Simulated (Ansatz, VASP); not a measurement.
# Cross-check of GaCuSe2 between VASP and Ansatz, part 2 of 2

Wanted: the spread between two codes on one cell, functional and k mesh. The structure shown comes from an earlier Ansatz run, which isn't shown and may have moved the atoms alone.

VASP 6.6.1 and Ansatz 0.2.0.

So far: The structure; Ansatz: elastic constants, LDA.

## 3. VASP: elastic constants, LDA

Level of this step: LDA, no spin polarisation; plane waves and PAW (Ga_d, Cu, Se) (VASP).

The same cell, functional (in two slightly different forms), mesh and smearing now go to VASP, with its own data sets.

Lines of VASP's logs that name or quote its potential files are left out, and so is its time.

The input, INCAR:

```
SYSTEM = GaCuSe2
PREC = Accurate
ENCUT = 600
EDIFF = 1E-08
NELM = 120
ISMEAR = 0
SIGMA = 0.01
LREAL = .FALSE.
ALGO = Normal
GGA = CA
NBANDS = 44
LASPH = .TRUE.
LORBIT = 11
LWAVE = .FALSE.
LCHARG = .FALSE.
ISIF = 3
IBRION = 6
NFREE = 2
POTIM = 0.015
NSW = 1
GGA_COMPAT = .FALSE.
EFERMI = MIDGAP
KPAR = 2
```

The input, POSCAR:

```
GaCuSe2
1.0
   -2.7544205109      2.7544205109      5.4774074733
    2.7544205109     -2.7544205109      5.4774074733
    2.7544205109      2.7544205109     -5.4774074733
Ga Cu Se
2 2 4
Direct
    0.5000000000      0.5000000000      0.0000000000
    0.2500000000      0.7500000000      0.5000000000
    0.0000000000      0.0000000000      0.0000000000
    0.7500000000      0.2500000000      0.5000000000
    0.3750000000      0.3660799258      0.4910799258
    0.6339200742      0.1250000000      0.0089200742
    0.8750000000      0.8839200742      0.5089200742
    0.1160799258      0.6250000000      0.9910799258
```

The input, KPOINTS:

```
Automatic mesh
0
Gamma
4 4 4
0 0 0
```

PAW data sets: Ga_d, Cu and Se (LDA family, release 64).

Started as:

```sh
mpirun -np 2 vasp_std
```

Numbers of over 12 decimals in the logs are rounded to 6 here.

The program printed:

```text
[banner, memory and clock lines left out]
running    2 mpi-ranks, on    1 nodes
 distrk:  each k-point on    1 cores,    2 groups
 distr:  one band on    1 cores,    1 groups

 POSCAR found type information on POSCAR GaCuSe
 POSCAR found :  3 types and       8 ions
 LDA part: xc-table for (Slater(with rela. corr.)+CA(PZ))
 , standard interpolation
 POSCAR, INCAR and KPOINTS ok, starting setup
 FFT: planning ... GRIDC
 FFT: planning ... GRID_SOFT
 FFT: planning ... GRID
 WAVECAR not read
 entering main loop
       N       E                     dE             d eps       ncg     rms          rms(c)
DAV:   1     0.766981769182E+03    0.76698E+03   -0.34014E+04  1160   0.243E+03
DAV:   2     0.108810901050E+03   -0.65817E+03   -0.63954E+03  1168   0.622E+02
DAV:   3    -0.272107823887E+02   -0.13602E+03   -0.13193E+03  1364   0.233E+02
DAV:   4    -0.384565763747E+02   -0.11246E+02   -0.11081E+02  1624   0.646E+01
DAV:   5    -0.388572935436E+02   -0.40072E+00   -0.39960E+00  1696   0.129E+01    0.129E+01
DAV:   6    -0.388391073344E+02    0.18186E-01   -0.35619E+01  1564   0.100E+02    0.925E+00
DAV:   7    -0.368735265807E+02    0.19656E+01   -0.87194E+00  1528   0.725E+01    0.376E+00
DAV:   8    -0.370597568847E+02   -0.18623E+00   -0.35879E+00  1740   0.230E+01    0.312E+00
DAV:   9    -0.369361655289E+02    0.12359E+00   -0.10793E+00  1660   0.185E+01    0.432E-01
DAV:  10    -0.369373647672E+02   -0.11992E-02   -0.58792E-02  1728   0.404E+00    0.179E-01
DAV:  11    -0.369376987887E+02   -0.33402E-03   -0.87380E-03  1672   0.145E+00    0.102E-01
DAV:  12    -0.369375506380E+02    0.14815E-03   -0.14199E-03  1672   0.800E-01    0.160E-02
DAV:  13    -0.369375569468E+02   -0.63087E-05   -0.12178E-04  1788   0.150E-01    0.104E-02
DAV:  14    -0.369375581574E+02   -0.12106E-05   -0.20660E-05  1712   0.615E-02    0.563E-03
DAV:  15    -0.369375575589E+02    0.59853E-06   -0.38744E-06  1692   0.429E-02    0.234E-03
DAV:  16    -0.369375576073E+02   -0.48404E-07   -0.81435E-07  1600   0.724E-03    0.572E-04
DAV:  17    -0.369375575902E+02    0.17097E-07   -0.98300E-08  1572   0.506E-03    0.482E-04
DAV:  18    -0.369375575889E+02    0.13015E-08   -0.12385E-08   740   0.190E-03
   1 F= -.36937558E+02 E0= -.36937558E+02  d E =-.133505E-57
[... from here on, the cycles between the ionic steps are left out ...]
   2 F= -.36930084E+02 E0= -.36930084E+02  d E =-.986233E-27
  20 F= -.36936944E+02 E0= -.36936944E+02  d E =-.778807E-58
  21 F= -.36936944E+02 E0= -.36936944E+02  d E =-.778785E-58
  22 F= -.36936644E+02 E0= -.36936644E+02  d E =-.497002E-62
  23 F= -.36936255E+02 E0= -.36936255E+02  d E =-.259486E-53
  24 F= -.36936480E+02 E0= -.36936480E+02  d E =-.143265E-57
  25 F= -.36936480E+02 E0= -.36936480E+02  d E =-.142209E-57
  26 F= -.36936469E+02 E0= -.36936469E+02  d E =-.126070E-57
 Finite differences progress:
  Degree of freedom:  13/ 13
  Displacement:        1/  2
  Total:              25/ 26
 bond charge predicted
       N       E                     dE             d eps       ncg     rms          rms(c)
DAV:   1    -0.369333819732E+02    0.30873E-02   -0.47925E-01  3280   0.242E+00    0.221E-01
DAV:   2    -0.369365069596E+02   -0.31250E-02   -0.35106E-02  4612   0.161E+00    0.707E-02
DAV:   3    -0.369365028174E+02    0.41422E-05   -0.14901E-03  4492   0.994E-01    0.552E-02
DAV:   4    -0.369364752862E+02    0.27531E-04   -0.22540E-04  4632   0.517E-01    0.315E-02
DAV:   5    -0.369364689481E+02    0.63381E-05   -0.85364E-05  4916   0.150E-01    0.102E-02
DAV:   6    -0.369364694019E+02   -0.45377E-06   -0.13803E-05  4456   0.454E-02    0.532E-03
DAV:   7    -0.369364692310E+02    0.17083E-06   -0.19815E-06  4888   0.486E-02    0.227E-03
DAV:   8    -0.369364692526E+02   -0.21560E-07   -0.51756E-07  4452   0.104E-02    0.101E-03
DAV:   9    -0.369364692403E+02    0.12335E-07   -0.74904E-08  4312   0.974E-03    0.259E-04
DAV:  10    -0.369364692414E+02   -0.11287E-08   -0.20673E-08  2316   0.220E-03
  27 F= -.36936469E+02 E0= -.36936469E+02  d E =-.125751E-57
 Finite differences progress:
  Degree of freedom:  13/ 13
  Displacement:        2/  2
  Total:              26/ 26
```

From OUTCAR (step 3):

```text
ion  position               nearest neighbor table
   1  0.500  0.500  0.000-   7 2.41   6 2.41   8 2.41   5 2.41
   2  0.250  0.750  0.500-   6 2.41   5 2.41   7 2.41   8 2.41
   3  0.000  0.000  0.000-   5 2.35   6 2.35   8 2.35   7 2.35
   4  0.750  0.250  0.500-   5 2.35   7 2.35   8 2.35   6 2.35
   5  0.375  0.366  0.491-   3 2.35   4 2.35   2 2.41   1 2.41
   6  0.634  0.125  0.009-   3 2.35   4 2.35   1 2.41   2 2.41
   7  0.875  0.884  0.509-   4 2.35   3 2.35   2 2.41   1 2.41
   8  0.116  0.625  0.991-   3 2.35   4 2.35   1 2.41   2 2.41

  LATTYP: Found a body centered tetragonal cell.
 ALAT       =     5.5088410218
 C/A-ratio  =     1.9885879631

 Subroutine GETGRP returns: Found  8 space group operations
 (whereof  4 operations were pure point group operations)

The static configuration has the point symmetry S_4 .
 The point group associated with its full space group is D_2d.

 Found     13 irreducible k-points:

   k-points           NKPTS =     13   k-points in BZ     NKDIM =     13   number of bands    NBANDS=     44

   dimension x,y,z NGX =    54 NGY =   54 NGZ =   54
   dimension x,y,z NGXF=   108 NGYF=  108 NGZF=  108

   ENCUT  =  600.0 eV  44.10 Ry    6.64 a.u.  13.42 13.42 13.42*2*pi/ulx,y,z

   NELECT =      72.0000    total number of electrons

 k-points in reciprocal lattice and weights: Automatic mesh
   0.00000000  0.00000000  0.00000000       0.016
   0.25000000  0.00000000 -0.00000000       0.125
   0.50000000  0.00000000 -0.00000000       0.062
   0.25000000  0.25000000 -0.00000000       0.125
   0.50000000  0.25000000 -0.00000000       0.250
  -0.25000000  0.25000000  0.00000000       0.062
   0.50000000  0.50000000 -0.00000000       0.031
   0.25000000  0.25000000  0.25000000       0.031
  -0.25000000  0.25000000  0.25000000       0.062
   0.50000000  0.50000000  0.25000000       0.062
  -0.25000000  0.50000000  0.25000000       0.125
  -0.25000000 -0.25000000  0.25000000       0.031
   0.50000000  0.50000000  0.50000000       0.016

 average (electrostatic) potential at core
       1 -67.5831       2 -67.5805       3 -67.0985       4 -67.0797       5 -60.4679
       6 -60.4676       7 -60.4681       8 -60.4684

 E-fermi :   4.5124

 k-point     1 :       0.0000    0.0000    0.0000
  band No.  band energies     occupation
    ...
     32       2.4097      2.00000
     33       2.5077      2.00000
     34       4.3099      2.00000
     35       4.3136      2.00000
     36       4.4008      2.00000
     37       4.6241      0.00000
     38       6.1240      0.00000
     39       6.4928      0.00000
     40       8.2962      0.00000
     41       8.3106      0.00000
    ...

 k-point     2 :       0.2500    0.0000   -0.0000
  band No.  band energies     occupation
    ...
     32       2.6096      2.00000
     33       2.6511      2.00000
     34       3.1599      2.00000
     35       3.7211      2.00000
     36       4.1098      2.00000
     37       6.0558      0.00000
     38       6.8321      0.00000
     39       7.1288      0.00000
     40       7.6306      0.00000
     41       7.8263      0.00000
    ...

 k-point     3 :       0.5000    0.0000   -0.0000
  band No.  band energies     occupation
    ...
     32       2.7506      2.00000
     33       2.8741      2.00000
     34       2.9572      2.00000
     35       3.0387      2.00000
     36       3.7149      2.00000
     37       6.6477      0.00000
     38       6.9699      0.00000
     39       7.5031      0.00000
     40       8.4773      0.00000
     41       8.5058      0.00000
    ...

  Total        0.3374065      0.3373114      0.3398861      0.1022929      0.0001563     -0.0136660
[...]
1 f  =    7.586675 THz    47.668488 2PiTHz  253.064254 cm-1    31.375954 meV
             X         Y         Z           dx          dy          dz
      0.000000  0.000000  5.477407     0.000000    0.000000    0.497731
      2.754421  0.000000  2.738704     0.000000    0.000000   -0.497731
      0.000000  0.000000  0.000000    -0.000000    0.000000   -0.090114
      0.000000  2.754421  2.738704     0.000000   -0.000000    0.090114
      1.328071  1.377210  1.369352     0.349388   -0.000000    0.000000
     -1.377210  1.426350  4.108056    -0.000000    0.349388   -0.000000
      1.426350  1.377210  6.846759    -0.349388    0.000000   -0.000000
      4.131631  1.328071 -1.369352     0.000000   -0.349388    0.000000

   2 f  =    7.437375 THz    46.730406 2PiTHz  248.084130 cm-1    30.758498 meV
             X         Y         Z           dx          dy          dz
      0.000000  0.000000  5.477407    -0.390494   -0.353437   -0.000000
      2.754421  0.000000  2.738704    -0.470577    0.236562   -0.000000
      0.000000  0.000000  0.000000    -0.028417   -0.105044    0.000000
      0.000000  2.754421  2.738704    -0.055389    0.093668    0.000000
      1.328071  1.377210  1.369352     0.450098   -0.001038   -0.008896
     -1.377210  1.426350  4.108056    -0.007649    0.061093    0.065540
      1.426350  1.377210  6.846759     0.450098   -0.001038    0.008896
      4.131631  1.328071 -1.369352    -0.007649    0.061093   -0.065540

   3 f  =    7.437375 THz    46.730406 2PiTHz  248.084130 cm-1    30.758498 meV
             X         Y         Z           dx          dy          dz
      0.000000  0.000000  5.477407    -0.353437    0.390494   -0.000000
      2.754421  0.000000  2.738704     0.236562    0.470577   -0.000000
      0.000000  0.000000  0.000000    -0.105044    0.028417    0.000000
      0.000000  2.754421  2.738704     0.093668    0.055389    0.000000
      1.328071  1.377210  1.369352     0.061093    0.007649    0.065540
     -1.377210  1.426350  4.108056    -0.001038   -0.450098    0.008896
      1.426350  1.377210  6.846759     0.061093    0.007649   -0.065540
      4.131631  1.328071 -1.369352    -0.001038   -0.450098   -0.008896

   4 f  =    7.397365 THz    46.479014 2PiTHz  246.749530 cm-1    30.593029 meV
             X         Y         Z           dx          dy          dz
      0.000000  0.000000  5.477407     0.000000    0.000000   -0.436442
      2.754421  0.000000  2.738704     0.000000   -0.000000   -0.436442
      0.000000  0.000000  0.000000     0.000000    0.000000    0.085212
      0.000000  2.754421  2.738704     0.000000   -0.000000    0.085212
      1.328071  1.377210  1.369352    -0.000000   -0.351132    0.166838
     -1.377210  1.426350  4.108056     0.351132    0.000000    0.166838
      1.426350  1.377210  6.846759    -0.000000    0.351132    0.166838
      4.131631  1.328071 -1.369352    -0.351132    0.000000    0.166838

   5 f  =    7.280893 THz    45.747201 2PiTHz  242.864455 cm-1    30.111341 meV
             X         Y         Z           dx          dy          dz
      0.000000  0.000000  5.477407    -0.393038   -0.279528    0.000000
      2.754421  0.000000  2.738704     0.376257   -0.301736   -0.000000
      0.000000  0.000000  0.000000     0.006202    0.016198    0.000000
      0.000000  2.754421  2.738704    -0.005258    0.016529   -0.000000
      1.328071  1.377210  1.369352    -0.002198    0.334903   -0.385882
     -1.377210  1.426350  4.108056     0.009668   -0.076138    0.011140
      1.426350  1.377210  6.846759    -0.002198    0.334903    0.385882
      4.131631  1.328071 -1.369352     0.009668   -0.076138   -0.011140

   6 f  =    7.280893 THz    45.747201 2PiTHz  242.864455 cm-1    30.111341 meV
             X         Y         Z           dx          dy          dz
      0.000000  0.000000  5.477407     0.279528   -0.393038   -0.000000
      2.754421  0.000000  2.738704     0.301736    0.376257   -0.000000
      0.000000  0.000000  0.000000    -0.016198    0.006202    0.000000
      0.000000  2.754421  2.738704    -0.016529   -0.005258   -0.000000
      1.328071  1.377210  1.369352     0.076138    0.009668   -0.011140
     -1.377210  1.426350  4.108056    -0.334903   -0.002198   -0.385882
      1.426350  1.377210  6.846759     0.076138    0.009668    0.011140
      4.131631  1.328071 -1.369352    -0.334903   -0.002198    0.385882

   7 f  =    6.455381 THz    40.560354 2PiTHz  215.328325 cm-1    26.697298 meV
             X         Y         Z           dx          dy          dz
      0.000000  0.000000  5.477407     0.098066    0.012949   -0.000000
      2.754421  0.000000  2.738704     0.098222   -0.011700   -0.000000
      0.000000  0.000000  0.000000     0.322660   -0.319586   -0.000000
      0.000000  2.754421  2.738704     0.318565    0.323668   -0.000000
      1.328071  1.377210  1.369352    -0.000012   -0.002421   -0.002376
     -1.377210  1.426350  4.108056    -0.380275   -0.000000    0.373296
      1.426350  1.377210  6.846759    -0.000012   -0.002421    0.002376
      4.131631  1.328071 -1.369352    -0.380275   -0.000000   -0.373296

   8 f  =    6.455381 THz    40.560354 2PiTHz  215.328325 cm-1    26.697298 meV
             X         Y         Z           dx          dy          dz
      0.000000  0.000000  5.477407     0.012949   -0.098066   -0.000000
      2.754421  0.000000  2.738704    -0.011700   -0.098222    0.000000
      0.000000  0.000000  0.000000    -0.319586   -0.322660   -0.000000
      0.000000  2.754421  2.738704     0.323668   -0.318565   -0.000000
      1.328071  1.377210  1.369352    -0.000000    0.380275    0.373296
     -1.377210  1.426350  4.108056    -0.002421    0.000012    0.002376
      1.426350  1.377210  6.846759    -0.000000    0.380275   -0.373296
      4.131631  1.328071 -1.369352    -0.002421    0.000012   -0.002376

   9 f  =    6.401734 THz    40.223281 2PiTHz  213.538859 cm-1    26.475432 meV
             X         Y         Z           dx          dy          dz
      0.000000  0.000000  5.477407    -0.000000    0.000000   -0.193570
      2.754421  0.000000  2.738704    -0.000000    0.000000   -0.193570
      0.000000  0.000000  0.000000    -0.000000    0.000000   -0.452746
      0.000000  2.754421  2.738704    -0.000000   -0.000000   -0.452746
      1.328071  1.377210  1.369352    -0.000000    0.205233    0.294373
     -1.377210  1.426350  4.108056    -0.205233   -0.000000    0.294373
      1.426350  1.377210  6.846759    -0.000000   -0.205233    0.294373
      4.131631  1.328071 -1.369352     0.205233    0.000000    0.294373

  10 f  =    6.146515 THz    38.619695 2PiTHz  205.025681 cm-1    25.419933 meV
             X         Y         Z           dx          dy          dz
      0.000000  0.000000  5.477407    -0.000000   -0.000000   -0.000000
      2.754421  0.000000  2.738704     0.000000   -0.000000   -0.000000
      0.000000  0.000000  0.000000    -0.000000    0.000000   -0.000000
      0.000000  2.754421  2.738704    -0.000000   -0.000000   -0.000000
      1.328071  1.377210  1.369352     0.000000   -0.022083    0.499512
     -1.377210  1.426350  4.108056    -0.022083   -0.000000   -0.499512
      1.426350  1.377210  6.846759    -0.000000    0.022083    0.499512
      4.131631  1.328071 -1.369352     0.022083    0.000000   -0.499512

  11 f  =    5.711319 THz    35.885276 2PiTHz  190.509098 cm-1    23.620107 meV
             X         Y         Z           dx          dy          dz
      0.000000  0.000000  5.477407    -0.000000   -0.000000   -0.000000
      2.754421  0.000000  2.738704    -0.000000    0.000000    0.000000
      0.000000  0.000000  0.000000     0.000000    0.000000   -0.000000
      0.000000  2.754421  2.738704     0.000000   -0.000000    0.000000
    [... 145 further lines ...]
      1.426350  1.377210  6.846759     0.000000    0.001064   -0.368037
      4.131631  1.328071 -1.369352    -0.001064   -0.000000   -0.368037

 ELASTIC MODULI CONTR FROM IONIC RELAXATION (kBar)
 Direction    XX          YY          ZZ          XY          YZ          ZX
 --------------------------------------------------------------------------------
 XX         -16.8198      4.5553      2.1373     -0.0000     -0.0000     -0.0000
 YY           4.5553    -16.8198      2.1373      0.0000     -0.0000      0.0000
 ZZ           2.1373      2.1373     -0.7449     -0.0000      0.0000      0.0000
 XY          -0.0000      0.0000     -0.0000   -275.9823     -0.0000     -0.0000
 YZ          -0.0000     -0.0000      0.0000     -0.0000   -298.4161      0.0000
 ZX          -0.0000     -0.0000      0.0000     -0.0000      0.0000   -298.4158
 --------------------------------------------------------------------------------

 TOTAL ELASTIC MODULI (kBar)
 Direction    XX          YY          ZZ          XY          YZ          ZX
 --------------------------------------------------------------------------------
 XX        1064.3675    653.7161    651.3286     -0.0000     -0.0000     -0.0000
 YY         653.7161   1064.3675    651.3286      0.0000     -0.0000      0.0000
 ZZ         651.3286    651.3286   1059.7766     -0.0000      0.0000      0.0000
 XY          -0.0000      0.0000     -0.0000    456.4580     -0.0000     -0.0000
 YZ          -0.0000     -0.0000      0.0000     -0.0000    450.1085      0.0000
 ZX          -0.0000     -0.0000      0.0000     -0.0000      0.0000    450.1087
 --------------------------------------------------------------------------------

 total charge
# of ion       s       p       d       tot
------------------------------------------
    1        0.887   0.760  10.028  11.674
    2        0.887   0.760  10.028  11.674
    3        0.402   0.402   9.274  10.077
    4        0.402   0.402   9.274  10.077
    5        1.448   2.401   0.057   3.906
    6        1.448   2.401   0.057   3.906
    7        1.448   2.401   0.057   3.906
    8        1.448   2.401   0.057   3.906
--------------------------------------------------
tot          8.371  11.927  38.830  59.128

[... 3 further parts left out ...]
```

This run has no spin polarisation, so a moment on Cu, if there is one, isn't seen. The last energy, forces, stress and levels in OUTCAR belong to the last displaced cell, not to the cell of POSCAR.

Levels, forces or a CONTCAR printed for this step are those of its last displaced cell, not of the structure at rest.

## 4. Differences

Known differences besides the potentials themselves: the two LDA forms differ slightly; the data sets hold 128 valence electrons in Ansatz (on its default PAW (the set named soft_2) files) and 72 in VASP; the cutoff is 420 eV in Ansatz and 600 eV in VASP; VASP's log shows a relativistic correction to its local exchange, Ansatz's none; VASP takes each elastic constant from one size of strain, Ansatz from those that its log lists. Total energies have different zeros and are not compared.

Both answers:

```tsv
quantity	Ansatz	VASP	difference
C11 (GPa)	106.3	106.4	-0.17 %
C22 (GPa)	106.3	106.4	-0.17 %
C33 (GPa)	105.6	106.0	-0.31 %
C12 (GPa)	64.4	65.4	-1.47 %
C13 (GPa)	64.1	65.1	-1.57 %
C23 (GPa)	64.1	65.1	-1.57 %
C44 (GPa)	45.5	45.0	+1.15 %
C55 (GPa)	45.5	45.0	+1.15 %
C66 (GPa)	45.9	45.6	+0.60 %
```

## 5. What came out

```yaml
difference_in_c13_elastic_constants_lda: -1.6 %
```

**Reading.** The difference in C13 is -1.6 % (elastic constants, LDA), within the 5 % picked in this series as the mark of a large difference. The data sets hold unlike numbers of valence electrons (128 in Ansatz and 72 in VASP), so part of the differences comes from the potentials. How closely two codes agree says nothing of how well the functional describes the real material.

[Lines on the potential files, build, host, timing and source positions are cut from VASP's logs without a mark.]

[Logs are printed without paths, hosts, clocks, repeated set-up lines and the standing remarks that a program may print on its own settings, such as how far it seeks lower states.]

[Hosts, paths, dates, database ids (printed as entryN), source tags and the programs' standing remarks are cut or masked in the printed files.]
